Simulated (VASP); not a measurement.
# CdF2: the band gap up a ladder of functionals, part 5 of 7

Wanted: bands and gap of CdF2 from one functional after another. The start is a cell from a database of measured crystal structures.

VASP 6.6.1, plane waves and PAW; the level of theory is named at each step.

Still holding for the runs below: Spin-orbit coupling is off here; it would split degenerate levels.

So far, least gap on mesh and path (eV): step 2 (bands, level LDA, k 5×5×5) 2.80; step 5 (bands, level TB-mBJ, k 5×5×5) 6.62; step 6 (bands, level SCAN, k 5×5×5) 3.64; step 7 (bands, level TPSS, k 5×5×5) 3.34; step 9 (bands, level HSE06, k 5×5×5) 5.19.

### Step 11. Bands with PBE-EpsX, k 5×5×5

This step: PBE-EpsX, exact-exchange share 1/2.799; plane waves and PAW (Cd, F) (VASP 6.6.1).

Here the share of exact exchange is set to the inverse of the computed dielectric constant, since screening weakens exchange.

Input file INCAR:

```
SYSTEM = CdF2
PREC = Accurate
ENCUT = 520
EDIFF = 1E-06
NELM = 100
ISMEAR = 0
SIGMA = 0.02
LREAL = .FALSE.
ALGO = Normal
LHFCALC = .TRUE.
AEXX = 0.357
GGA = PE
LASPH = .TRUE.
NBANDS = 19
PRECFOCK = Fast
HFRCUT = -1
LORBIT = 11
LWAVE = .FALSE.
LCHARG = .FALSE.
KPAR = 4
```

Input file POSCAR:

```
CdF2
1.0
    0.0000000000      2.6940000000      2.6940000000
    2.6940000000      0.0000000000      2.6940000000
    2.6940000000      2.6940000000      0.0000000000
Cd F
1 2
Direct
    0.0000000000      0.0000000000      0.0000000000
    0.2500000000      0.2500000000      0.2500000000
    0.7500000000      0.7500000000      0.7500000000
```

Input file KPOINTS:

```
Automatic mesh
0
Gamma
5 5 5
0 0 0
```

Input file KPOINTS_OPT:

```
Line mode
6
Line-mode
Reciprocal
  0.00000000   0.00000000   0.00000000 GAMMA
  0.50000000   0.00000000   0.50000000 X

  0.50000000   0.00000000   0.50000000 X
  0.50000000   0.25000000   0.75000000 W

  0.50000000   0.25000000   0.75000000 W
  0.37500000   0.37500000   0.75000000 K

  0.37500000   0.37500000   0.75000000 K
  0.00000000   0.00000000   0.00000000 GAMMA

  0.00000000   0.00000000   0.00000000 GAMMA
  0.50000000   0.50000000   0.50000000 L

  0.50000000   0.50000000   0.50000000 L
  0.62500000   0.25000000   0.62500000 U

  0.62500000   0.25000000   0.62500000 U
  0.50000000   0.25000000   0.75000000 W

  0.50000000   0.25000000   0.75000000 W
  0.50000000   0.50000000   0.50000000 L

  0.50000000   0.50000000   0.50000000 L
  0.37500000   0.37500000   0.75000000 K

  0.62500000   0.25000000   0.62500000 U
  0.50000000   0.00000000   0.50000000 X
```

PAW data sets: Cd and F (PBE family, release 64).

Command:

```console
$ mpirun -np 4 vasp_std
```

Numbers of over 12 decimals in the logs are rounded to 6 here.

The log of the run:

```text
[banner, memory and clock lines left out]
running    4 mpi-ranks, on    1 nodes
[...]
LDA part: xc-table for (Slater+PW92), standard interpolation
 found WAVECAR, reading the header
 POSCAR, INCAR and KPOINTS ok, starting setup
[...]
HFRCUT set to (new)   10.528053
 reading WAVECAR
 the WAVECAR file was read successfully
 initial charge from wavefunction
 entering main loop
       N       E                     dE             d eps       ncg     rms          rms(c)
DAV:   1    -0.169481599480E+02   -0.16948E+02   -0.10499E+00   380   0.886E+00    0.123E+00
DAV:   2    -0.169707468377E+02   -0.22587E-01   -0.65276E-02   383   0.213E+00    0.108E+00
DAV:   3    -0.169624343539E+02    0.83125E-02   -0.21305E-02   404   0.137E+00    0.677E-01
DAV:   4    -0.169620766070E+02    0.35775E-03   -0.33956E-03   395   0.577E-01    0.435E-01
[...]
DAV:   8    -0.169615036985E+02    0.11202E-04   -0.65051E-06   380   0.383E-02    0.545E-02
DAV:   9    -0.169615016216E+02    0.20769E-05   -0.44125E-06   392   0.239E-02    0.332E-02
DAV:  10    -0.169615015452E+02    0.76478E-07   -0.99411E-07   300   0.111E-02
   1 F= -.16961502E+02 E0= -.16961502E+02  d E =-.284431E-14
 Start KPOINTS_OPT (optional k-point list driver)
k-point batch [1-10\60]
       N       E                     dE             ncg
DAV:   1     0.129076062553E+03   -0.65854E+04      380
DAV:   2    -0.253129402105E+04   -0.26604E+04      409
DAV:   3    -0.268486588161E+04   -0.15357E+03      407
DAV:   4    -0.268700558246E+04   -0.21397E+01      416
DAV:   5    -0.268701654024E+04   -0.10958E-01      419
DAV:   6    -0.268701658396E+04   -0.43718E-04      410
DAV:   7    -0.268701658415E+04   -0.18647E-06      290
[...]
k-point batch [51-60\60]
       N       E                     dE             ncg
DAV:   1     0.163520770792E+03   -0.94977E+04      380
DAV:   2    -0.254944920954E+04   -0.27130E+04      398
DAV:   3    -0.270110972901E+04   -0.15166E+03      419
DAV:   4    -0.270338128475E+04   -0.22716E+01      416
DAV:   5    -0.270339201102E+04   -0.10726E-01      413
DAV:   6    -0.270339205321E+04   -0.42187E-04      413
DAV:   7    -0.270339205337E+04   -0.16514E-06      290
```

Run time: 18 min. Hardware: 4 MPI ranks of AMD EPYC 7R43, shared host; peak memory 0.67 GiB.

From OUTCAR (step 11):

```text
 POSITION                                       TOTAL-FORCE (eV/Angst)
 -----------------------------------------------------------------------------------
      0.00000      0.00000      0.00000        -0.000000      0.000000      0.000000
      1.34700      1.34700      1.34700        -0.000000      0.000000      0.000000
      4.04100      4.04100      4.04100         0.000000     -0.000000     -0.000000
 -----------------------------------------------------------------------------------
    total drift:                               -0.000000      0.000000      0.000000

  FREE ENERGIE OF THE ION-ELECTRON SYSTEM (eV)
  ---------------------------------------------------
  free  energy   TOTEN  =       -16.9615015452 eV

  energy  without entropy=      -16.9615015452  energy(sigma->0) =      -16.96150155

[... 2 parts as in an earlier step ...]

[... 1 further part left out ...]
[key lines of the parts left out:]
E-fermi :  -4.1280
```

The electronic bands at the labelled points (eV, zero at the valence-band top; v1 is the highest filled band, c1 the lowest empty one):

| point | v4 | v3 | v2 | v1 | c1 | c2 |
| --- | --- | --- | --- | --- | --- | --- |
| Γ | -1.03 | -0.61 | -0.61 | -0.61 | 7.18 | 17.08 |
| 0.40 of the way | -1.71 | -0.59 | -0.42 | -0.42 | 8.79 | 15.38 |
| X | -3.19 | -0.55 | -0.10 | -0.09 | 12.64 | 13.96 |
| 0.40 of the way | -2.86 | -0.59 | -0.41 | -0.06 | 12.67 | 14.37 |
| W | -1.64 | -1.64 | -0.65 | 0.00 | 12.73 | 15.56 |
| 0.60 of the way | -2.30 | -1.10 | -0.54 | -0.10 | 12.63 | 15.31 |
| K | -2.52 | -1.01 | -0.37 | -0.23 | 12.59 | 15.13 |
| 0.40 of the way | -1.76 | -1.49 | -0.49 | -0.41 | 10.59 | 14.69 |
| Γ | -1.03 | -0.61 | -0.61 | -0.61 | 7.18 | 17.08 |
| 0.40 of the way | -1.34 | -0.93 | -0.55 | -0.55 | 8.49 | 15.60 |
| L | -1.98 | -1.98 | -0.47 | -0.47 | 11.67 | 13.26 |
| 0.40 of the way | -2.16 | -1.65 | -0.47 | -0.41 | 11.89 | 13.62 |
| U | -2.52 | -1.01 | -0.37 | -0.23 | 12.59 | 15.13 |
| 0.40 of the way | -2.30 | -1.10 | -0.54 | -0.10 | 12.63 | 15.31 |
| W | -1.64 | -1.64 | -0.65 | 0.00 | 12.73 | 15.56 |
| 0.40 of the way | -1.90 | -1.59 | -0.55 | -0.19 | 12.27 | 14.27 |
| L | -1.98 | -1.98 | -0.47 | -0.47 | 11.67 | 13.26 |
| 0.40 of the way | -2.16 | -1.65 | -0.47 | -0.41 | 11.89 | 13.62 |
| K | -2.52 | -1.01 | -0.37 | -0.23 | 12.59 | 15.13 |
| jump to U | -2.52 | -1.01 | -0.37 | -0.23 | 12.59 | 15.13 |
| 0.60 of the way | -2.99 | -0.58 | -0.20 | -0.12 | 12.65 | 14.17 |
| X | -3.19 | -0.55 | -0.10 | -0.09 | 12.64 | 13.96 |

The largest weight of each band there:

```csv
point,v4,v3,v2,v1,c1,c2
Γ,F 0.98,F 0.66,F 0.66,F 0.66,Cd 0.76,Cd 0.99
X,F 0.94,F 1.00,F 0.87,F 0.87,Cd 0.75,Cd 0.75
W,F 0.83,F 0.83,F 1.00,F 0.88,Cd 0.71,F 0.70
K,F 0.68,F 0.95,F 0.93,F 0.84,Cd 0.72,Cd 0.67
Γ,F 0.98,F 0.66,F 0.66,F 0.66,Cd 0.76,Cd 0.99
L,F 0.96,F 0.96,F 0.73,F 0.73,Cd 0.66,F 0.61
```

The gap is 7.18 eV, indirect, from W to Γ. Against LDA that is +4.39 eV; this run took 38 times the core time, on fewer points of the path.

### Step 12. Bands with PBE0, k 5×5×5

This step: PBE0; plane waves and PAW (Cd, F) (VASP 6.6.1).

PBE0 keeps a quarter of exact exchange at all ranges; it tends to overshoot small gaps. A prediction first. If the gap is linear in the share of exact exchange, PBE (3.07 eV at 0) and PBE-EpsX (7.18 eV at 0.357) give a slope of 11.53 eV per unit share, so a share of 0.250 should give 5.95 eV.

Edit INCAR of step 11 so:

```diff
@@ -10,3 +10,3 @@
 LHFCALC = .TRUE.
-AEXX = 0.357
+AEXX = 0.25
 GGA = PE
```

POSCAR is that of step 11.

KPOINTS is that of step 11.

KPOINTS_OPT is that of step 11.

Command:

```console
$ mpirun -np 4 vasp_std
```

The log of the run:

```text
[... set-up lines as in an earlier step ...]
 entering main loop
       N       E                     dE             d eps       ncg     rms          rms(c)
DAV:   1    -0.150843025117E+02   -0.15084E+02   -0.54769E-01   380   0.621E+00    0.936E-01
DAV:   2    -0.150882758082E+02   -0.39733E-02   -0.33610E-02   386   0.162E+00    0.769E-01
DAV:   3    -0.150853399584E+02    0.29358E-02   -0.10747E-02   401   0.954E-01    0.476E-01
DAV:   4    -0.150851340426E+02    0.20592E-03   -0.77658E-04   389   0.322E-01    0.291E-01
DAV:   5    -0.150849556738E+02    0.17837E-03   -0.15892E-04   380   0.170E-01    0.173E-01
DAV:   6    -0.150849110955E+02    0.44578E-04   -0.46375E-05   383   0.736E-02    0.102E-01
DAV:   7    -0.150848968610E+02    0.14235E-04   -0.62940E-06   380   0.371E-02    0.618E-02
DAV:   8    -0.150848931206E+02    0.37404E-05   -0.42304E-06   389   0.248E-02    0.375E-02
DAV:   9    -0.150848925447E+02    0.57584E-06   -0.12387E-06   303   0.130E-02
   1 F= -.15084893E+02 E0= -.15084893E+02  d E =-.358776E-12
 Start KPOINTS_OPT (optional k-point list driver)
k-point batch [1-10\60]
       N       E                     dE             ncg
DAV:   1     0.200120436716E+03   -0.65143E+04      380
DAV:   2    -0.227853184290E+04   -0.24787E+04      415
DAV:   3    -0.241447318434E+04   -0.13594E+03      410
DAV:   4    -0.241608588006E+04   -0.16127E+01      425
DAV:   5    -0.241609278028E+04   -0.69002E-02      422
DAV:   6    -0.241609280690E+04   -0.26621E-04      413
DAV:   7    -0.241609280701E+04   -0.11404E-06      269
[...]
k-point batch [51-60\60]
       N       E                     dE             ncg
DAV:   1     0.231113093179E+03   -0.94301E+04      380
DAV:   2    -0.229564491648E+04   -0.25268E+04      404
DAV:   3    -0.243076847481E+04   -0.13512E+03      413
DAV:   4    -0.243250229408E+04   -0.17338E+01      425
DAV:   5    -0.243250950617E+04   -0.72121E-02      413
DAV:   6    -0.243250953468E+04   -0.28513E-04      413
DAV:   7    -0.243250953479E+04   -0.10504E-06      277
```

Run time: 14 min. Hardware: 4 MPI ranks; peak memory 0.62 GiB.

Parts of OUTCAR (step 12):

```text
 POSITION                                       TOTAL-FORCE (eV/Angst)
 -----------------------------------------------------------------------------------
      0.00000      0.00000      0.00000         0.000000     -0.000000     -0.000000
      1.34700      1.34700      1.34700        -0.000000     -0.000000     -0.000000
      4.04100      4.04100      4.04100         0.000000      0.000000      0.000000
 -----------------------------------------------------------------------------------
    total drift:                               -0.000000      0.000000      0.000000

  FREE ENERGIE OF THE ION-ELECTRON SYSTEM (eV)
  ---------------------------------------------------
  free  energy   TOTEN  =       -15.0848925447 eV

  energy  without entropy=      -15.0848925447  energy(sigma->0) =      -15.08489254

[... 2 parts as in an earlier step ...]

[... 1 further part left out ...]
[key lines of the parts left out:]
E-fermi :  -3.2678
```

The electronic bands at the labelled points (eV, zero at the valence-band top; v1 is the highest filled band, c1 the lowest empty one):

```csv
point,v4,v3,v2,v1,c1,c2
Γ,-1.01,-0.58,-0.58,-0.58,5.91,15.75
0.40 of the way,-1.67,-0.57,-0.41,-0.41,7.51,14.07
X,-3.13,-0.53,-0.09,-0.09,11.22,12.64
0.40 of the way,-2.80,-0.57,-0.40,-0.06,11.25,13.05
W,-1.61,-1.61,-0.63,0.00,11.31,14.33
0.60 of the way,-2.25,-1.08,-0.52,-0.09,11.21,13.97
K,-2.47,-0.99,-0.36,-0.22,11.18,13.79
0.40 of the way,-1.72,-1.46,-0.47,-0.40,9.27,13.39
Γ,-1.01,-0.58,-0.58,-0.58,5.91,15.75
0.40 of the way,-1.31,-0.91,-0.53,-0.53,7.22,14.29
L,-1.94,-1.94,-0.45,-0.45,10.29,12.02
0.40 of the way,-2.11,-1.62,-0.45,-0.39,10.50,12.37
U,-2.47,-0.99,-0.36,-0.22,11.18,13.79
0.40 of the way,-2.25,-1.08,-0.52,-0.09,11.21,13.97
W,-1.61,-1.61,-0.63,0.00,11.31,14.33
0.40 of the way,-1.86,-1.56,-0.54,-0.19,10.87,13.01
L,-1.94,-1.94,-0.45,-0.45,10.29,12.02
0.40 of the way,-2.11,-1.62,-0.45,-0.39,10.50,12.37
K,-2.47,-0.99,-0.36,-0.22,11.18,13.79
jump to U,-2.47,-0.99,-0.36,-0.22,11.18,13.79
0.60 of the way,-2.93,-0.57,-0.20,-0.12,11.24,12.85
X,-3.13,-0.53,-0.09,-0.09,11.22,12.64
```

The largest weight of each band there:

```csv
point,v4,v3,v2,v1,c1,c2
Γ,F 0.98,F 0.66,F 0.66,F 0.66,Cd 0.76,Cd 0.99
X,F 0.94,F 1.00,F 0.87,F 0.87,Cd 0.74,Cd 0.75
W,F 0.83,F 0.83,F 1.00,F 0.88,Cd 0.70,F 0.70
K,F 0.67,F 0.95,F 0.93,F 0.84,Cd 0.70,Cd 0.67
Γ,F 0.98,F 0.66,F 0.66,F 0.66,Cd 0.76,Cd 0.99
L,F 0.96,F 0.96,F 0.73,F 0.73,Cd 0.64,F 0.62
```

The gap is 5.91 eV, indirect, from W to Γ. Against LDA that is +3.11 eV; this run took 29 times the core time, on fewer points of the path. The straight line predicted 5.95 eV, which is +0.04 eV off.

### Step 13. Bands with r2SCAN-EpsX, k 5×5×5

This step: r2SCAN-EpsX, exact-exchange share 1/2.799; plane waves and PAW (Cd, F) (VASP 6.6.1).

Here the share of exact exchange is set to the inverse of the computed dielectric constant, since screening weakens exchange.

Edit INCAR of step 12 so:

```diff
@@ -10,4 +10,4 @@
 LHFCALC = .TRUE.
-AEXX = 0.25
-GGA = PE
+AEXX = 0.357
+METAGGA = R2SCAN
 LASPH = .TRUE.
```

POSCAR is that of step 12.

KPOINTS is that of step 12.

KPOINTS_OPT is that of step 12.

Command:

```console
$ mpirun -np 4 vasp_std
```

The log of the run:

```text
[banner, memory and clock lines left out]
running    4 mpi-ranks, on    1 nodes
[...]
[... a notice as in an earlier step ...]

 LDA part: xc-table for (None), standard interpolation
 found WAVECAR, reading the header
 POSCAR, INCAR and KPOINTS ok, starting setup
[...]
HFRCUT set to (new)   10.528053
 reading WAVECAR
 the WAVECAR file was read successfully
 initial charge from wavefunction
 entering main loop
       N       E                     dE             d eps       ncg     rms          rms(c)
DAV:   1    -0.317870594103E+02   -0.31787E+02   -0.15236E+00   380   0.107E+01    0.144E+00
DAV:   2    -0.318152983494E+02   -0.28239E-01   -0.97395E-02   386   0.269E+00    0.126E+00
DAV:   3    -0.318027964668E+02    0.12502E-01   -0.34705E-02   404   0.177E+00    0.774E-01
DAV:   4    -0.318026884803E+02    0.10799E-03   -0.57422E-03   398   0.747E-01    0.498E-01
[...]
DAV:   9    -0.318019857491E+02    0.46405E-05   -0.58182E-06   383   0.275E-02    0.383E-02
DAV:  10    -0.318019844591E+02    0.12900E-05   -0.13586E-06   300   0.131E-02    0.239E-02
DAV:  11    -0.318019839184E+02    0.54071E-06   -0.41891E-07   265   0.795E-03
   1 F= -.31801984E+02 E0= -.31801984E+02  d E =-.727835E-56
 Start KPOINTS_OPT (optional k-point list driver)
k-point batch [1-10\60]
       N       E                     dE             ncg
DAV:   1     0.543836613360E+02   -0.66600E+04      380
DAV:   2    -0.263934906697E+04   -0.26937E+04      412
DAV:   3    -0.279249576963E+04   -0.15315E+03      404
DAV:   4    -0.279455770625E+04   -0.20619E+01      419
DAV:   5    -0.279456780139E+04   -0.10095E-01      416
DAV:   6    -0.279456784067E+04   -0.39282E-04      410
DAV:   7    -0.279456784084E+04   -0.16561E-06      301
[...]
k-point batch [51-60\60]
       N       E                     dE             ncg
DAV:   1     0.883833477639E+02   -0.95728E+04      380
DAV:   2    -0.265699179304E+04   -0.27454E+04      401
DAV:   3    -0.280844442956E+04   -0.15145E+03      416
DAV:   4    -0.281062186589E+04   -0.21774E+01      410
DAV:   5    -0.281063179715E+04   -0.99313E-02      410
DAV:   6    -0.281063183553E+04   -0.38376E-04      413
DAV:   7    -0.281063183568E+04   -0.14903E-06      282
```

The job ended after 16 min (4 MPI ranks; peak memory 0.69 GiB).

From OUTCAR (step 13):

```text
  FREE ENERGIE OF THE ION-ELECTRON SYSTEM (eV)
  ---------------------------------------------------
  free  energy   TOTEN  =       -31.8019839184 eV

  energy  without entropy=      -31.8019839184  energy(sigma->0) =      -31.80198392

[... 3 parts as in an earlier step ...]

[... 1 further part left out ...]
[key lines of the parts left out:]
E-fermi :  -4.3426
```

The electronic bands at the labelled points (eV, zero at the valence-band top; v1 is the highest filled band, c1 the lowest empty one):

```
          point     v4     v3     v2     v1     c1     c2
              Γ  -1.04  -0.61  -0.61  -0.61   7.52  17.54
0.40 of the way  -1.71  -0.60  -0.43  -0.43   9.13  15.72
              X  -3.20  -0.56  -0.10  -0.10  13.11  14.42
0.40 of the way  -2.86  -0.59  -0.41  -0.06  13.14  14.83
              W  -1.64  -1.64  -0.66   0.00  13.20  15.63
0.60 of the way  -2.30  -1.10  -0.54  -0.10  13.09  15.43
              K  -2.52  -1.02  -0.37  -0.23  13.05  15.38
0.40 of the way  -1.76  -1.48  -0.49  -0.42  10.95  14.96
              Γ  -1.04  -0.61  -0.61  -0.61   7.52  17.54
0.40 of the way  -1.34  -0.92  -0.56  -0.56   8.83  15.94
              L  -1.99  -1.99  -0.47  -0.47  12.10  13.47
0.40 of the way  -2.16  -1.65  -0.47  -0.41  12.33  13.83
              U  -2.52  -1.02  -0.37  -0.23  13.05  15.38
0.40 of the way  -2.30  -1.10  -0.54  -0.10  13.09  15.43
              W  -1.64  -1.64  -0.66   0.00  13.20  15.63
0.40 of the way  -1.90  -1.59  -0.56  -0.19  12.73  14.47
              L  -1.99  -1.99  -0.47  -0.47  12.10  13.47
0.40 of the way  -2.16  -1.65  -0.47  -0.41  12.33  13.83
              K  -2.52  -1.02  -0.37  -0.23  13.05  15.38
      jump to U  -2.52  -1.02  -0.37  -0.23  13.05  15.38
0.60 of the way  -2.99  -0.59  -0.20  -0.12  13.12  14.63
              X  -3.20  -0.56  -0.10  -0.10  13.11  14.42
```

The largest weight of each band there:

| point | v4 | v3 | v2 | v1 | c1 | c2 |
| --- | --- | --- | --- | --- | --- | --- |
| Γ | F 0.98 | F 0.65 | F 0.65 | F 0.65 | Cd 0.76 | Cd 0.99 |
| X | F 0.94 | F 1.00 | F 0.87 | F 0.87 | Cd 0.76 | Cd 0.75 |
| W | F 0.83 | F 0.83 | F 1.00 | F 0.87 | Cd 0.72 | F 0.71 |
| K | F 0.67 | F 0.95 | F 0.93 | F 0.84 | Cd 0.73 | F 0.67 |
| Γ | F 0.98 | F 0.65 | F 0.65 | F 0.65 | Cd 0.76 | Cd 0.99 |
| L | F 0.96 | F 0.96 | F 0.73 | F 0.73 | Cd 0.66 | F 0.62 |

The gap is 7.52 eV, indirect, from W to Γ. Against LDA that is +4.73 eV; this run took 32 times the core time, on fewer points of the path.

[end of part 5 of 7]

[Lines on the potential files, build, host, timing and source positions are cut from VASP's logs without a mark.]

[Logs are printed without paths, hosts, clocks, repeated set-up lines and the standing remarks that a program may print on its own settings, such as how far it seeks lower states.]

[Hosts, paths, dates, database ids (printed as entryN), source tags and the programs' standing remarks are cut or masked in the printed files.]

[Measured values are set beside computed ones only where the two were judged alike; some that the calculation misses by far are left out.]
